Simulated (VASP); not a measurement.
Input:

```yaml
crystal:
  lattice:
    - [0.00000, 3.23870, 3.23870]
    - [3.23870, 0.00000, 3.23870]
    - [3.23870, 3.23870, 0.00000]
  atoms:
    - { symbol: Te, position: [0.50000, 0.50000, 0.50000] }
    - { symbol: Pb, position: [0.00000, 0.00000, 0.00000] }
```

Method: TPSS meta-GGA, VASP's PBE PAW potentials (set 64) (plane waves; VASP 6.6.1). Settings: 520 eV cut-off, 7×7×7 Γ-centred mesh, Gaussian smearing of 0.050 eV, potentials Te Pb_d.

Task: Estimate the energy per atom (σ→0), pressure.

Result: 
| Property | Value |
|---|---|
| energy per atom (σ→0) | -717.7 kJ/mol of atoms |
| pressure | 1.33 GPa |

Total energies compare only between runs with the same potentials, cut-off and functional.

The compound is PbTe in the rock salt structure. This cell is one point of a volume scan, at 0.97 of the reference volume.
